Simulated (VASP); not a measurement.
# In3SbTe4 (I422) in VASP: reference runs

Aim: a first look at In3SbTe4 with PBE, on the cell as given and on a disturbed one.

Program: VASP 6.6.1. These are calculated values, not measurements. Logs are shortened: lines on timing, memory, paths and dates and some standing lists are left out, and cuts for length are marked.

## (1) The structure

Symmetry: I422, No. 97, tetragonal system. The conventional cell has a = 8.340 Å, b = 8.340 Å, c = 7.213 Å, α = 90.00°, β = 90.00°, γ = 90.00°. Te (site symmetry 2) is surrounded by 2 In at 2.89 Å. Around Sb (site symmetry 422) lie 8 Te at 3.53 Å and 2 In at 3.61 Å. In (site symmetry 222) is surrounded by 4 Te at 2.89 Å. In (site symmetry 422) is surrounded by 8 Te at 3.53 Å and 2 Sb at 3.61 Å.

The cell comes from a database or a generator and needn't be the stable form of this composition.

## (2) Single point, PBE

The input, INCAR:

```
ALGO = Normal
EDIFF = 1E-7
ENCUT = 520
GGA = PE
ISIF = 2
ISMEAR = -1
LASPH = True
LCHARG = False
LREAL = False
LWAVE = False
NBANDS = 44
NELM = 100
PREC = Accurate
SIGMA = 0.05
```

The input, KPOINTS:

```
k-points
0
Gamma
  5 5 5
```

The input, POSCAR:

```
In3SbTe4
1.0
   -4.1701150000      4.1701150000      3.6065670000
    4.1701150000     -4.1701150000      3.6065670000
    4.1701150000      4.1701150000     -3.6065670000
Te Sb In
4 1 3
Direct
    0.4409510000      0.5590490000      0.5000000000
    0.0590490000      0.9409510000      0.5000000000
    0.5590490000      0.0590490000      0.1180980000
    0.9409510000      0.4409510000      0.8819020000
    0.0000000000      0.0000000000      0.0000000000
    0.0000000000      0.5000000000      0.5000000000
    0.5000000000      0.0000000000      0.5000000000
    0.5000000000      0.5000000000      0.0000000000
```

Potentials or basis: VASP PAW PBE potentials, release 64 (Te, Sb, In_d).

Run with:

```
> cat potpaw_PBE.64/Te/POTCAR potpaw_PBE.64/Sb/POTCAR potpaw_PBE.64/In_d/POTCAR > POTCAR
> mpirun -np 1 vasp_std > vasp.out
```

OUTCAR:

```text
EDIFF = 1E-7
   ENCUT = 520
   GGA = PE
   ISIF = 2
   ISMEAR = -1
   LASPH = True
   LREAL = False
   NELM = 100
   PREC = Accurate

 ion  position               nearest neighbor table
   1  0.441  0.559  0.500-   6 2.89   7 2.89   5 3.53   8 3.53   8 3.53   5 3.53
   2  0.059  0.941  0.500-   6 2.89   7 2.89   8 3.53   5 3.53   5 3.53   8 3.53
   3  0.559  0.059  0.118-   6 2.89   7 2.89   8 3.53   5 3.53   5 3.53   8 3.53
   4  0.941  0.441  0.882-   6 2.89   7 2.89   8 3.53   5 3.53   5 3.53   8 3.53
   5  0.000  0.000  0.000-   3 3.53   4 3.53   2 3.53   3 3.53   4 3.53   2 3.53   1 3.53   1 3.53
                             8 3.61   8 3.61
   6  0.000  0.500  0.500-   1 2.89   2 2.89   3 2.89   4 2.89   7 3.61   7 3.61
   7  0.500  0.000  0.500-   1 2.89   2 2.89   3 2.89   4 2.89   6 3.61   6 3.61
   8  0.500  0.500  0.000-   3 3.53   4 3.53   1 3.53   3 3.53   4 3.53   1 3.53   2 3.53   2 3.53
                             5 3.61   5 3.61

  LATTYP: Found a body centered tetragonal cell.
 ALAT       =     8.3402300000
 C/A-ratio  =     0.8648603216

  Lattice vectors:

 A1 = (  -4.1701150000,   4.1701150000,   3.6065670000)
 A2 = (   4.1701150000,  -4.1701150000,   3.6065670000)
 A3 = (   4.1701150000,   4.1701150000,  -3.6065670000)

Analysis of symmetry for initial positions (statically):
=====================================================================
 Subroutine PRICEL returns:
 Original cell was already a primitive cell.

 Routine SETGRP: Setting up the symmetry group for a
 body centered tetragonal supercell.

 Subroutine GETGRP returns: Found  8 space group operations
 (whereof  8 operations were pure point group operations)
 out of a pool of 16 trial point group operations.

The static configuration has the point symmetry D_4 .

Analysis of symmetry for dynamics (positions and initial velocities):
=====================================================================
 Subroutine PRICEL returns:
 Original cell was already a primitive cell.

 Routine SETGRP: Setting up the symmetry group for a
 body centered tetragonal supercell.

 Subroutine GETGRP returns: Found  8 space group operations
 (whereof  8 operations were pure point group operations)
 out of a pool of 16 trial point group operations.

The dynamic configuration has the point symmetry D_4 .

 Subroutine INISYM returns: Found  8 space group operations
 (whereof  8 operations are pure point group operations),
 and found     1 'primitive' translations

[... 106 lines left out ...]
   ISYM   =      2    0-nonsym 1-usesym 2-fastsym
   POTIM  = 0.5000    time-step for ionic-motion
   TEBEG  =    0.0;   TEEND  =   0.0 temperature during run
   PSTRESS=    0.0 pullay stress
   NELECT =      68.0000    total number of electrons
   NUPDOWN=      -1.0000    fix difference up-down
   EMIN   =  10.00;   EMAX   =-10.00  energy-range for DOS
   EFERMI =   0.00;   METHOD = LEGACY
   ISMEAR =    -1;   SIGMA  =   0.05  broadening in eV -4-tet -1-fermi 0-gaus
   EFERMI_NEDOS =   21; number of points for ismear=-14 and -15
   IALGO  =     38    algorithm
   IMIX   =      4    mixing-type and parameters
     AMIX     =   0.40;   BMIX     =  1.00
     AMIX_MAG =   1.60;   BMIX_MAG =  1.00
  volume/ion in A,a.u.               =      31.36       211.62
  Fermi-wavevector in a.u.,A,eV,Ry     =   1.059484  2.002135 15.272629  1.122507
  Thomas-Fermi vector in A             =   2.194831
   LORBIT       =      0    0 simple, 1 ext, 2 COOP (PROOUT), +10 PAW based schemes
   GGA     = PE    functional components
   LHFCALC =     F    Hartree Fock is set to
   AEXX    =    0.0000 exact exchange contribution
   IVDW    =     0    specifies the selected vdW correction
   LEPSILON=     F    determine dielectric tensor
   LRPA    =     F    only Hartree local field effects (RPA)
 non-spin polarized calculation
  energy-cutoff  :      520.00
  volume of cell :      250.87
 maximum number of plane-waves:      6806
 NGX is ok and might be reduce to    54
   NGX = 25   NGY = 25   NGZ = 25

 number of electron      68.0000002 magnetization

 Free energy of the ion-electron system (eV)
  ---------------------------------------------------
  ext. energy  EPLUGINS =         0.00000000
  ---------------------------------------------------
  free energy    TOTEN  =       -25.32168316 eV

  energy without entropy =      -25.30067285  energy(sigma->0) =      -25.31117801

 E-fermi :   6.3595     XC(G=0):  -9.4240

 val. band max:        6.3109778327   @ k =  -0.4000   0.4000   0.2000
 cond. band min:       6.3746914594   @ k =   0.4000   0.4000   0.0000
 fundamental gap:      0.0637136267
 Fermi energy:         6.3594599717

 k-point     1 :       0.0000    0.0000    0.0000
  band No.  band energies     occupation
      1      -8.7168      2.00000
      2      -8.7168      2.00000
      3      -8.6675      2.00000
      4      -8.6529      2.00000
      5      -8.5838      2.00000
      6      -8.5685      2.00000
[... 835 lines left out ...]
     43       9.4929      0.00000
     44       9.7660      0.00000

------------------------ aborting loop because EDIFF is reached ----------------------------------------

  FORCE on cell =-STRESS in cart. coord.  units (eV):
  Direction    XX          YY          ZZ          XY          YZ          ZX
  --------------------------------------------------------------------------------------
  -------------------------------------------------------------------------------------
  Total       -0.0829062     -0.0829062      0.9178615      0.0000000     -0.0000000      0.0000000
  in kB       -0.5294775     -0.5294775      5.8618900      0.0000000     -0.0000000      0.0000000
  external PRESSURE =       1.6009783 kB  Pullay stress =       0.0000000 kB

 VOLUME and BASIS-vectors are now :
 -----------------------------------------------------------------------------
  energy-cutoff  :      520.00
  volume of cell :      250.87
      direct lattice vectors                 reciprocal lattice vectors
    -4.170115000  4.170115000  3.606567000     0.000000000  0.119900770  0.138635994
     4.170115000 -4.170115000  3.606567000     0.119900770  0.000000000  0.138635994
     4.170115000  4.170115000 -3.606567000     0.119900770  0.119900770  0.000000000

 POSITION                                       TOTAL-FORCE (eV/Angst)
 -----------------------------------------------------------------------------------
      2.57754      1.59258      1.80328        -0.091451      0.091451     -0.000000
      5.76269     -1.59258      1.80328         0.091451     -0.091451     -0.000000
     -1.59258      2.57754      1.80328        -0.091451     -0.091451     -0.000000
      1.59258      5.76269      1.80328         0.091451      0.091451      0.000000
      0.00000      0.00000      0.00000         0.000000      0.000000     -0.000000
      4.17012      0.00000      0.00000         0.000000      0.000000     -0.000000
      0.00000      4.17012      0.00000         0.000000      0.000000     -0.000000
      0.00000      0.00000      3.60657         0.000000      0.000000     -0.000000
 -----------------------------------------------------------------------------------
    total drift:                               -0.000000      0.000000     -0.000000

  FREE ENERGIE OF THE ION-ELECTRON SYSTEM (eV)
  ---------------------------------------------------
  free  energy   TOTEN  =       -25.3216831595 eV

  energy  without entropy=      -25.3006728507  energy(sigma->0) =      -25.31117801
```

OSZICAR:

```text
N       E                     dE             d eps       ncg     rms          rms(c)
DAV:   1     0.589126101969E+03    0.58913E+03   -0.28142E+04  1584   0.154E+03
DAV:   2     0.495485830586E+02   -0.53958E+03   -0.52280E+03  1640   0.383E+02
DAV:   3    -0.209556264207E+02   -0.70504E+02   -0.68227E+02  1944   0.154E+02
DAV:   4    -0.253447337927E+02   -0.43891E+01   -0.43427E+01  1920   0.366E+01
DAV:   5    -0.255829986514E+02   -0.23826E+00   -0.23802E+00  2360   0.874E+00    0.112E+01
DAV:   6    -0.253379865424E+02    0.24501E+00   -0.51078E-01  2100   0.671E+00    0.717E+00
DAV:   7    -0.253261618067E+02    0.11825E-01   -0.28126E-01  2376   0.314E+00    0.948E-01
DAV:   8    -0.253211346791E+02    0.50271E-02   -0.35106E-02  2156   0.162E+00    0.687E-01
DAV:   9    -0.253216658038E+02   -0.53112E-03   -0.51090E-03  1896   0.312E-01    0.135E-01
DAV:  10    -0.253216649352E+02    0.86862E-06   -0.24620E-04  2388   0.101E-01    0.119E-01
DAV:  11    -0.253216885423E+02   -0.23607E-04   -0.67741E-05  1744   0.387E-02    0.304E-02
DAV:  12    -0.253216836907E+02    0.48515E-05   -0.56966E-06  2272   0.134E-02    0.117E-02
DAV:  13    -0.253216827960E+02    0.89473E-06   -0.95660E-07  1800   0.506E-03    0.407E-03
DAV:  14    -0.253216831664E+02   -0.37037E-06   -0.13274E-07  1072   0.174E-03    0.131E-03
DAV:  15    -0.253216831595E+02    0.68949E-08   -0.32990E-08   996   0.133E-03
   1 F= -.25321683E+02 E0= -.25311178E+02  d E =-.210103E-01
```

stdout:

```text
POSCAR found type information on POSCAR TeSbIn
 POSCAR found :  3 types and       8 ions
 scaLAPACK will be used
 LDA part: xc-table for (Slater+PW92), standard interpolation
 POSCAR, INCAR and KPOINTS ok, starting setup
 FFT: planning ... GRIDC
 FFT: planning ... GRID_SOFT
 FFT: planning ... GRID
 WAVECAR not read
 entering main loop
```

Run time: 3.2 min. Hardware: 1 thread of Intel Xeon 6975P-C (Granite Rapids), shared host; peak memory 0.5 GiB.

What came out:

| Quantity | Value |
| --- | --- |
| Free energy | -25.3217 eV |
| Pressure | 0.2 GPa |
| Largest force | 0.129 eV/Å |
| Band gap on the k mesh | none (metal or under the smearing width) |

Forces on the atoms (eV/Å):
```
Te  -0.091  0.091  0.000
Te   0.091 -0.091  0.000
Te  -0.091 -0.091  0.000
Te   0.091  0.091  0.000
Sb   0.000  0.000  0.000
In   0.000  0.000  0.000
In   0.000  0.000  0.000
In   0.000  0.000  0.000
```

Stress tensor (GPa, compression positive):
```
-0.05  0.00  0.00
 0.00 -0.05  0.00
 0.00  0.00  0.59
```

Levels at points of the mesh, in eV from the Fermi level:
| k point | band 30 | band 31 | band 32 | band 33 | band 34 | band 35 | band 36 | band 37 | band 38 | band 39 |
| --- | --- | --- | --- | --- | --- | --- | --- | --- | --- | --- |
| (0.00, 0.00, 0.00) | -1.93 | -1.93 | -1.12 | -1.10 | 0.96 | 1.56 | 1.70 | 1.70 | 1.81 | 3.59 |

The run has no spin-orbit coupling, so splittings on Sb, Te are missing.

## (3) Single point, PBE (atoms moved at random, drawn with an rms of 0.05 Å)

The input, INCAR:

```
PREC = Accurate ; ENCUT = 520
EDIFF = 1E-7 ; ISMEAR = -1
SIGMA = 0.05 ; LREAL = False
LASPH = True ; NELM = 100
ALGO = Normal ; ISIF = 2
LWAVE = False ; LCHARG = False
GGA = PE ; NBANDS = 44
```

The input, KPOINTS:

```
regular mesh
0
Gamma
  5 5 5
```

The input, POSCAR:

```
In3SbTe4
1.0
   -4.1701150000      4.1701150000      3.6065670000
    4.1701150000     -4.1701150000      3.6065670000
    4.1701150000      4.1701150000     -3.6065670000
Te Sb In
4 1 3
Direct
    0.4343040000      0.5529050000      0.5005240000
    0.0589520000      0.9367970000      0.4985730000
    0.5545600000      0.0539070000      0.1144640000
    0.9399480000      0.4373000000      0.8782210000
    0.0046930000      0.0057890000      0.0056460000
    0.0063580000      0.5018990000      0.5058670000
    0.4884230000     -0.0129400000      0.4899120000
    0.5090080000      0.5000090000      0.0016660000
```

Potentials or basis: VASP PAW PBE potentials, release 64 (Te, Sb, In_d).

Run with:

```
> cat potpaw_PBE.64/Te/POTCAR potpaw_PBE.64/Sb/POTCAR potpaw_PBE.64/In_d/POTCAR > POTCAR
> mpirun -np 1 vasp_std > vasp.out
```

OUTCAR:

```text
PREC = Accurate
   ENCUT = 520
   EDIFF = 1E-7
   ISMEAR = -1
   LREAL = False
   LASPH = True
   NELM = 100
   ISIF = 2
   GGA = PE

 ion  position               nearest neighbor table
   1  0.434  0.553  0.501-   6 2.83   7 2.87   5 3.47   8 3.51   8 3.57   5 3.58
   2  0.059  0.937  0.499-   7 2.85   6 2.88   8 3.49   5 3.51   5 3.55   8 3.55
   3  0.555  0.054  0.114-   7 2.87   6 2.95   8 3.50   5 3.50   5 3.53   8 3.54
   4  0.940  0.437  0.878-   6 2.85   7 2.95   8 3.49   5 3.51   5 3.57   8 3.58
   5  0.005  0.006  0.006-   1 3.47   3 3.50   4 3.51   2 3.51   3 3.53   2 3.55   4 3.57   1 3.58
                             8 3.60   8 3.62
   6  0.006  0.502  0.506-   1 2.83   4 2.85   2 2.88   3 2.95   7 3.55   7 3.67
   7  0.488  0.987  0.490-   2 2.85   1 2.87   3 2.87   4 2.95   6 3.55   6 3.67
   8  0.509  0.500  0.002-   4 3.49   2 3.49   3 3.50   1 3.51   3 3.54   2 3.55   1 3.57   4 3.58
                             5 3.60   5 3.62

  LATTYP: Found a body centered tetragonal cell.
 ALAT       =     8.3402300000
 C/A-ratio  =     0.8648603216

  Lattice vectors:

 A1 = (  -4.1701150000,   4.1701150000,   3.6065670000)
 A2 = (   4.1701150000,  -4.1701150000,   3.6065670000)
[... 197 lines left out ...]
  band No.  band energies     occupation
      1      -8.7434      2.00000
      2      -8.7158      2.00000
      3      -8.6777      2.00000
      4      -8.6642      2.00000
      5      -8.5926      2.00000
      6      -8.5815      2.00000
[... 1117 lines left out ...]
     43      10.1977      0.00000
     44      10.7547      0.00000

 [... further k-points ...]

------------------------ aborting loop because EDIFF is reached ----------------------------------------

  FORCE on cell =-STRESS in cart. coord.  units (eV):
  Direction    XX          YY          ZZ          XY          YZ          ZX
  --------------------------------------------------------------------------------------
  -------------------------------------------------------------------------------------
  Total        0.1911611      0.1524294      1.1424547     -0.5330301     -0.3157933     -0.7744583
  in kB        1.2208433      0.9734848      7.2962467     -3.4041777     -2.0168025     -4.9460507
  external PRESSURE =       3.1635250 kB  Pullay stress =       0.0000000 kB

 VOLUME and BASIS-vectors are now :
 -----------------------------------------------------------------------------
  energy-cutoff  :      520.00
  volume of cell :      250.87
      direct lattice vectors                 reciprocal lattice vectors
    -4.170115000  4.170115000  3.606567000     0.000000000  0.119900770  0.138635994
     4.170115000 -4.170115000  3.606567000     0.119900770  0.000000000  0.138635994
     4.170115000  4.170115000 -3.606567000     0.119900770  0.119900770  0.000000000

 POSITION                                       TOTAL-FORCE (eV/Angst)
 -----------------------------------------------------------------------------------
      2.58182      1.59266      1.75526        -0.298897      0.219530      0.136072
      5.73982     -1.58161      1.79310         0.210287     -0.201890     -0.082800
     -1.61045      2.56511      1.78165         0.003227      0.016274      0.138141
      1.56618      5.75838      1.79977         0.045284      0.079006     -0.228704
      0.02811      0.01897      0.01744         0.015703     -0.000959      0.033333
      4.17599      0.04306      0.00862        -0.033856     -0.252911     -0.279292
      4.12236     -0.03638      3.55453         0.049626      0.163770      0.290657
     -0.03058      0.04447      3.63308         0.008626     -0.022821     -0.007407
 -----------------------------------------------------------------------------------
    total drift:                               -0.000288      0.000040      0.000740

  FREE ENERGIE OF THE ION-ELECTRON SYSTEM (eV)
  ---------------------------------------------------
  free  energy   TOTEN  =       -25.2919806665 eV

  energy  without entropy=      -25.2708067228  energy(sigma->0) =      -25.28139369
```

Wall time 11 min (1 thread of Intel Xeon 6975P-C (Granite Rapids), shared host); peak memory 0.79 GiB.

What came out:

```
Free energy            : -25.2920 eV
Pressure               : 0.3 GPa
Largest force          : 0.395 eV/Å
Band gap on the k mesh : none (metal or under the smearing width)
```

Forces on the atoms (eV/Å):
```
Te  -0.299  0.220  0.136
Te   0.210 -0.202 -0.083
Te   0.003  0.016  0.138
Te   0.045  0.079 -0.229
Sb   0.016 -0.001  0.033
In  -0.034 -0.253 -0.279
In   0.050  0.164  0.291
In   0.009 -0.023 -0.007
```

Stress tensor (GPa, compression positive):
```
 0.12 -0.34 -0.49
-0.34  0.10 -0.20
-0.49 -0.20  0.73
```

Levels at points of the mesh, in eV from the Fermi level:
```
           k point  band 32  band 33  band 34  band 35  band 36  band 37
(0.00, 0.00, 0.00)    -1.13    -1.12     0.98     1.55     1.66     1.72
```
